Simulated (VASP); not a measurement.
Data:

```
CELL_PARAMETERS angstrom
      1.39230    -2.41153     0.00000
      1.39230     2.41153     0.00000
      0.00000     0.00000     4.40640
ATOMIC_POSITIONS crystal
  Os 0.36606 0.72013 0.25000
  Os 0.66667 0.33333 0.75000
```

Calculation: PBE GGA, VASP's PBE PAW potentials (set 64) (plane waves; VASP 6.6.1). Run with 400 eV cut-off, 11×11×6 Γ-centred mesh, first-order Methfessel-Paxton smearing of 0.10 eV, potentials Os.

Q: The ions are relaxed. Give the cell that the relaxation ends in.

A: 
```
CELL_PARAMETERS angstrom
      1.39230    -2.41153     0.00000
      1.39230     2.41153     0.00000
      0.00000     0.00000     4.40640
ATOMIC_POSITIONS crystal
  Os 0.34962 0.69342 0.25000
  Os 0.68311 0.36004 0.75000
```
Space group P6_3/mmc (194), at a tolerance of 0.03 Å.

Q: How much energy does the relaxation gain?

A: The energy (σ→0) changes by -29.5 meV/atom, in 5 ionic steps.

The compound is Os in the hcp structure. In the starting cell atoms are displaced from their ideal sites. This run relaxes the ions in a fixed cell. Symmetry was kept, so distortions that lower it aren't found.
